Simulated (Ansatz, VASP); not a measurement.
# Cross-check of Sn13Ge3Se16 (Sn0.8Ge0.2Se, orthorhombic GeSe-type) between VASP and Ansatz, part 2 of 2

One calculation is typed for both programs; each brings its own data sets. How far apart do they land? The cell is invented: As first built, before any earlier steps moved the atoms (in the runner's words): 1x2x2 conventional cells of the SnSe type (32 atoms: 3 Ge, 16 Se, 13 Sn); Sn/Ge share their sites, the best of 600 random draws by like-pair counts in two shells; start lattice by linear mixing of the end members' cells; atoms moved at random by 0.02 A. It may not be a known or stable phase. The structure shown is the start of the Ansatz relaxation below; VASP solves that cell, so the two are compared at the walk's first step.

VASP 6.6.1 and Ansatz 0.2.0.

So far: Starting point; Ansatz: relaxation, LDA.

**3. VASP: single point, LDA, start cell**

Level of this step: LDA; plane waves and PAW (Ge_d, Se, Sn_d); invented cell (VASP).

The same cell, functional (in two slightly different forms), mesh and smearing now go to VASP, with its own data sets.

Lines of VASP's logs that name or quote its potential files are left out, and so is its time.

Contents of INCAR:

```
SYSTEM = Sn13Ge3Se16
PREC = Accurate
ENCUT = 410
EDIFF = 1E-06
NELM = 120
ISMEAR = 1
SIGMA = 0.15
LREAL = Auto
ALGO = Normal
GGA = CA
NBANDS = 188
LORBIT = 11
LWAVE = .FALSE.
LCHARG = .FALSE.
ISIF = 2
ISYM = 0
LASPH = .TRUE.
GGA_COMPAT = .FALSE.
EFERMI = MIDGAP
KPAR = 4
```

Contents of POSCAR:

```
Sn13Ge3Se16
1.0
   11.2540000000      0.0000000000      0.0000000000
    0.0000000000      8.2256000000      0.0000000000
    0.0000000000      0.0000000000      8.8544000000
Ge Se Sn
3 16 13
Direct
    0.1139683668      0.1264710173      0.5488344778
    0.8786298205      0.8766898463      0.4504878930
    0.8865381198      0.8696022175      0.9487938200
    0.8555891239      0.1240760552      0.2428735996
    0.6460813933      0.3761670881      0.4915522226
    0.3542740359      0.1254498152      0.0106161908
    0.1447218767      0.3698939895      0.2624119082
    0.8546205793      0.1271518187      0.7402760210
    0.6464279367      0.3742097841      0.9947822551
    0.3578283277      0.1234438825      0.5020215938
    0.1451217345      0.3726050379      0.7608307734
    0.8561755820      0.6241003696      0.2392708710
    0.6429980451      0.8785742074      0.4935851102
    0.3551181802      0.6258023731      0.0106952476
    0.1441798472      0.8706234196      0.2623667329
    0.8549404656      0.6235168255      0.7414844597
    0.6428114448      0.8723740517      0.9919249187
    0.3542473787      0.6260576736      0.5095319841
    0.1480362538      0.8743799844      0.7588317673
    0.1177625733      0.1279298775      0.0505398446
    0.3820063977      0.3796440381      0.3000880918
    0.6192109472      0.1218512935      0.1966931695
    0.8804158521      0.3752917720      0.4481726599
    0.3796339079      0.3768843610      0.7981568486
    0.6177003732      0.1242219413      0.6981726599
    0.8828683135      0.3785255787      0.9529951211
    0.1214768082      0.6202587045      0.0514998193
    0.3811089390      0.8784161642      0.2979987351
    0.6201972632      0.6294130519      0.2020690278
    0.1190065754      0.6247203851      0.5506979581
    0.3810467389      0.8722889516      0.8009351283
    0.6217611516      0.6261184594      0.7031758222
```

Contents of KPOINTS:

```
Points of the shifted mesh
18
Reciprocal
 0.2500000000  0.0000000000  0.0000000000 1
 0.2500000000  0.0000000000  0.3333333333 1
 0.2500000000  0.0000000000  0.6666666667 1
 0.2500000000  0.3333333333  0.0000000000 1
 0.2500000000  0.3333333333  0.3333333333 1
 0.2500000000  0.3333333333  0.6666666667 1
 0.2500000000  0.6666666667  0.0000000000 1
 0.2500000000  0.6666666667  0.3333333333 1
 0.2500000000  0.6666666667  0.6666666667 1
 0.7500000000  0.0000000000  0.0000000000 1
 0.7500000000  0.0000000000  0.3333333333 1
 0.7500000000  0.0000000000  0.6666666667 1
 0.7500000000  0.3333333333  0.0000000000 1
 0.7500000000  0.3333333333  0.3333333333 1
 0.7500000000  0.3333333333  0.6666666667 1
 0.7500000000  0.6666666667  0.0000000000 1
 0.7500000000  0.6666666667  0.3333333333 1
 0.7500000000  0.6666666667  0.6666666667 1
```

Potentials, in the order of the species: Ge_d, Se and Sn_d (LDA family, release 64).

Started as:

```bash
mpirun -np 4 vasp_std
```

Numbers of over 12 decimals in the logs are rounded to 6 here.

Log:

```text
[banner, memory and clock lines left out]
running    4 mpi-ranks, on    1 nodes
[...]
LDA part: xc-table for (Slater(with rela. corr.)+CA(PZ))
 , standard interpolation
 POSCAR, INCAR and KPOINTS ok, starting setup
[...]
entering main loop
       N       E                     dE             d eps       ncg     rms          rms(c)
DAV:   1     0.432893475281E+04    0.43289E+04   -0.11497E+05  7560   0.220E+03
DAV:   2     0.843261882378E+03   -0.34857E+04   -0.33894E+04  6768   0.669E+02
DAV:   3    -0.373653433718E+02   -0.88063E+03   -0.83593E+03  7532   0.247E+02
DAV:   4    -0.149176437762E+03   -0.11181E+03   -0.10804E+03  7992   0.852E+01
[...]
DAV:  12    -0.151956367144E+03    0.74871E-03   -0.11457E-04  8384   0.400E-02    0.175E-02
DAV:  13    -0.151956365901E+03    0.12430E-05   -0.26597E-05  8792   0.227E-02    0.745E-03
DAV:  14    -0.151956365386E+03    0.51456E-06   -0.59392E-06  7000   0.829E-03
   1 F= -.15195637E+03 E0= -.15195777E+03  d E =0.420480E-02
```

Parts of OUTCAR (step 3):

```text
  Total       -1.5583506    -11.5909432    -12.4112905      0.0346568      0.4618438      0.3401429
  in kB       -3.0460858    -22.6566515    -24.2601727      0.0677432      0.9027595      0.6648724
  external PRESSURE =     -16.6543033 kB  Pullay stress =       0.0000000 kB

 POSITION                                       TOTAL-FORCE (eV/Angst)
 -----------------------------------------------------------------------------------
      1.28260      1.04030      4.85960         0.823693     -0.015080      0.641143
      9.88810      7.21130      3.98880        -0.610019      0.021833     -0.561785
      9.97710      7.15300      8.40100        -0.787926      0.089655     -0.643809
      9.62880      1.02060      2.15050         0.342703     -0.547871      0.277377
      7.27100      3.09420      4.35240        -0.364426      0.039958      0.018436
      3.98700      1.03190      0.09400         0.277584     -0.024072     -0.056594
      1.62870      3.04260      2.32350        -0.266087      0.062479      0.037735
      9.61790      1.04590      6.55470         0.514718     -0.548384      0.362499
      7.27490      3.07810      8.80820        -0.264384      0.080342     -0.083431
      4.02700      1.01540      4.44510        -0.715892      0.155480      0.341230
      1.63320      3.06490      6.73670        -0.497069     -0.414657     -0.488174
      9.63540      5.13360      2.11860         0.367582      0.583426      0.350514
      7.23630      7.22680      4.37040         0.610345     -0.233475     -0.214466
      3.99650      5.14760      0.09470         0.370791     -0.120947     -0.028097
[...]
-----------------------------------------------------------------------------------
    total drift:                                0.003225     -0.013436     -0.004501

  FREE ENERGIE OF THE ION-ELECTRON SYSTEM (eV)
  ---------------------------------------------------
  free  energy   TOTEN  =      -151.9563653864 eV

  energy  without entropy=     -151.9605701833  energy(sigma->0) =     -151.95776699

[... 3 further parts left out ...]
[key lines of the parts left out:]
E-fermi :   5.2810
```

Methfessel-Paxton smearing is not meant for a cell with a gap.

**4. Differences**

Known differences besides the potentials themselves: the two LDA forms differ slightly; the data sets hold 480 valence electrons in Ansatz (on its default PAW (the set named soft_2) files) and 320 in VASP; the cutoff is 420 eV in Ansatz and 410 eV in VASP (PREC = Accurate, projectors in real space); VASP's log shows a relativistic correction to its local exchange, Ansatz's none. Total energies have different zeros and are not compared.

Forces on 10 of the 32 atoms, those with the largest forces and the largest differences (eV/Å; atoms numbered as in POSCAR):

```csv
atom,"Ansatz x, y, z","VASP x, y, z"
Ge1,"0.840, -0.015, 0.650","0.824, -0.015, 0.641"
Ge2,"-0.628, 0.026, -0.572","-0.610, 0.022, -0.562"
Ge3,"-0.805, 0.087, -0.655","-0.788, 0.090, -0.644"
Se8,"0.495, -0.549, 0.371","0.515, -0.548, 0.362"
Se11,"-0.476, -0.412, -0.496","-0.497, -0.415, -0.488"
Se16,"0.579, 0.554, 0.369","0.601, 0.558, 0.357"
Se19,"-0.712, 0.428, -0.383","-0.730, 0.426, -0.372"
Sn24,"0.358, -0.088, 0.036","0.389, -0.086, 0.019"
Sn29,"-0.260, -0.122, 0.023","-0.290, -0.122, 0.043"
Sn31,"0.372, 0.173, -0.015","0.404, 0.175, -0.032"
```

The forces differ by 15 meV/Å r.m.s., which is 4.6 % of the r.m.s. force of 0.339 eV/Å (both taken over all components).

**5. Further runs**

Further runs change the set-up of one program: Ansatz's method, potentials or start, or VASP's data sets, cutoff or form of LDA. The table gives that difference for each run.

```csv
run,r.m.s. force difference (meV/Å)
as above,15
VASP with a cutoff of 500 eV (perhaps on Ansatz's relaxed cell),15
```

**6. Results**

```yaml
r_m_s_force_difference_single_point_lda_start_cell: 4.6 % of the r.m.s. force
```

The r.m.s. force difference is 4.6 % of the r.m.s. force (single point, LDA, start cell), beyond the 3 % picked in this series as the mark of a large difference. The data sets hold unlike numbers of valence electrons (480 in Ansatz and 320 in VASP), so part of the differences comes from the potentials. How closely two codes agree says nothing of how well the functional describes the real material.

[Lines on the potential files, build, host, timing and source positions are cut from VASP's logs without a mark.]

[Logs are printed without paths, hosts, clocks, repeated set-up lines and the standing remarks that a program may print on its own settings, such as how far it seeks lower states.]

[Hosts, paths, dates, database ids (printed as entryN), source tags and the programs' standing remarks are cut or masked in the printed files.]

[Rows of further runs with another cutoff or data set may stand on the cell that Ansatz relaxed, not on the start cell of the pair above them.]
